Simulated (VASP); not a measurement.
All values below come from PBEsol GGA, VASP's PBE PAW potentials (set 64) (plane waves; VASP).

A VASP calculation is set up with these files.

**INCAR**
```
ALGO = Normal
EDIFF = 1E-8
EDIFFG = -0.001
ENCUT = 400
GGA = PS
IBRION = 1
ISIF = 2
ISMEAR = 1
LASPH = .True.
LCHARG = .False.
LMAXMIX = 6
LREAL = .False.
LWAVE = .False.
NELM = 100
NSW = 30
PREC = Accurate
SIGMA = 0.1
SYSTEM = La
```

KPOINTS:
```
Automatic mesh
0
Gamma
9 9 3
0 0 0
```

POSCAR:
```
La
1
    1.8294854390    -3.1687619394     0.0000000000
    1.8294854390     3.1687619394     0.0000000000
   -0.0000000000     0.0000000000    11.7064403368
La
4
Direct
  1.0000000000   1.0000000000   0.5000000000
  1.0000000000   1.0000000000   1.0000000000
  0.3333330000   0.6666670000   0.2500000000
  0.6666670000   0.3333330000   0.7500000000
```

POTCAR, in this order: La (PBE.64 set). Program: vasp_std.

Output

OSZICAR:
```
       N       E                     dE             d eps       ncg     rms          rms(c)
DAV:   1     0.533109125276E+03    0.53311E+03   -0.12751E+04  1272   0.189E+03
DAV:   2     0.940234605853E+02   -0.43909E+03   -0.43406E+03  1856   0.449E+02
DAV:   3    -0.631727090335E+01   -0.10034E+03   -0.99468E+02  2282   0.267E+02
DAV:   4    -0.192851815692E+02   -0.12968E+02   -0.12850E+02  2328   0.927E+01
DAV:   5    -0.212194744412E+02   -0.19343E+01   -0.18843E+01  2488   0.309E+01    0.525E+00
DAV:   6    -0.213900246923E+02   -0.17055E+00   -0.27273E+00  2368   0.111E+01    0.259E+00
DAV:   7    -0.213802308698E+02    0.97938E-02   -0.40590E-01  2472   0.416E+00    0.662E-01
DAV:   8    -0.213824760550E+02   -0.22452E-02   -0.62888E-02  2440   0.164E+00    0.204E-01
DAV:   9    -0.213833728247E+02   -0.89677E-03   -0.12559E-02  2368   0.714E-01    0.190E-01
DAV:  10    -0.213838232746E+02   -0.45045E-03   -0.31339E-03  2256   0.394E-01    0.663E-02
DAV:  11    -0.213838774436E+02   -0.54169E-04   -0.36437E-04  2472   0.130E-01    0.508E-02
DAV:  12    -0.213839352938E+02   -0.57850E-04   -0.21418E-04  2136   0.972E-02    0.101E-02
DAV:  13    -0.213839399003E+02   -0.46065E-05   -0.37174E-05  2480   0.406E-02    0.473E-03
DAV:  14    -0.213839388560E+02    0.10443E-05   -0.69711E-06  2216   0.206E-02    0.134E-03
DAV:  15    -0.213839391946E+02   -0.33867E-06   -0.19850E-06  2344   0.845E-03    0.705E-04
DAV:  16    -0.213839390000E+02    0.19467E-06   -0.23625E-07  1920   0.323E-03    0.388E-04
DAV:  17    -0.213839389353E+02    0.64629E-07   -0.53018E-08  1328   0.224E-03    0.160E-04
DAV:  18    -0.213839388319E+02    0.10349E-06   -0.12761E-08  1200   0.165E-03    0.652E-05
DAV:  19    -0.213839388576E+02   -0.25770E-07   -0.48288E-09  1176   0.116E-03    0.508E-05
DAV:  20    -0.213839388283E+02    0.29352E-07   -0.23904E-09  1128   0.104E-03    0.198E-05
DAV:  21    -0.213839388276E+02    0.63528E-09   -0.12976E-09  1008   0.714E-04
   1 F= -.21383939E+02 E0= -.21382819E+02  d E =-.213839E+02
```

OUTCAR:
```
------------------------ aborting loop because EDIFF is reached ----------------------------------------
  FORCE on cell =-STRESS in cart. coord.  units (eV):
  Direction    XX          YY          ZZ          XY          YZ          ZX
  --------------------------------------------------------------------------------------
  Total        0.0281803      0.0281803     -0.0096179      0.0000000      0.0000000      0.0000000
  in kB        0.3326468      0.3326468     -0.1135322      0.0000000      0.0000000      0.0000000
  external PRESSURE =       0.1839205 kB  Pullay stress =       0.0000000 kB
  volume of cell :      135.73
      direct lattice vectors                 reciprocal lattice vectors
     1.829485439 -3.168761939  0.000000000     0.273300891 -0.157790332  0.000000000
     1.829485439  3.168761939  0.000000000     0.273300891  0.157790332  0.000000000
     0.000000000  0.000000000 11.706440337     0.000000000  0.000000000  0.085423064
 POSITION                                       TOTAL-FORCE (eV/Angst)
 -----------------------------------------------------------------------------------
      0.00000      0.00000      5.85322         0.000000      0.000000      0.000000
      0.00000      0.00000      0.00000         0.000000      0.000000      0.000000
      1.82949      1.05626      2.92661        -0.000000      0.000000      0.000000
      1.82949     -1.05626      8.77983        -0.000000     -0.000000      0.000000
 -----------------------------------------------------------------------------------
    total drift:                               -0.000000     -0.000000      0.000000
  FREE ENERGIE OF THE ION-ELECTRON SYSTEM (eV)
  ---------------------------------------------------
  free  energy   TOTEN  =       -21.3839388276 eV

  energy  without entropy=      -21.3805791065  energy(sigma->0) =      -21.38281892

 reached required accuracy - stopping structural energy minimisation
```
(Selected blocks of OUTCAR.)

OUTCAR:
```
 val. band max:        8.6909959593   @ k =   0.2222   0.2222   0.3333

 cond. band min:       8.6986306537   @ k =   0.2222   0.1111   0.0000


 Fermi energy:         8.6971063022

 k-point     1 :       0.0000    0.0000    0.0000
  band No.  band energies     occupation
      1     -24.1191      2.00000
      2     -23.9748      2.00000
      3     -23.9682      2.00000
      4     -23.8168      2.00000
      5      -8.6847      2.00000
      6      -7.8201      2.00000
      7      -7.8160      2.00000
      8      -7.1144      2.00000
      9      -7.1144      2.00000
     10      -6.9950      2.00000
     11      -6.9950      2.00000
     12      -6.9834      2.00000
     13      -6.9834      2.00000
     14      -6.8595      2.00000
     15      -6.8595      2.00000
     16      -6.8086      2.00000
     17       5.4594      2.00000
     18       6.7318      2.00000
     19       6.8303      2.00000
     20       6.8333      2.00000
     21       9.2252     -0.00000
     22       9.3806     -0.00000
     23       9.8842     -0.00000
     24       9.9113     -0.00000
     25       9.9797     -0.00000
     26       9.9911     -0.00000

 k-point     2 :       0.1111   -0.0000    0.0000
  band No.  band energies     occupation
      1     -24.0919      2.00000
      2     -23.9548      2.00000
      3     -23.9482      2.00000
      4     -23.8048      2.00000
      5      -8.6195      2.00000
      6      -7.8476      2.00000
      7      -7.8438      2.00000
      8      -7.2817      2.00000
      9      -7.1687      2.00000
     10      -7.1091      2.00000
     11      -7.1077      2.00000
     12      -7.0328      2.00000
     13      -7.0255      2.00000
     14      -7.0210      2.00000
     15      -6.8796      2.00000
     16      -6.8380      2.00000
     17       5.8224      2.00000
     18       7.0558      2.00000
     19       7.1654      2.00000
     20       7.1692      2.00000
     21       8.7587      0.14580
     22       9.0642     -0.00000
...
```

The compound is La in the dhcp structure. It was relaxed first, which changed the volume by -9 %. The start is the result of an earlier pass.
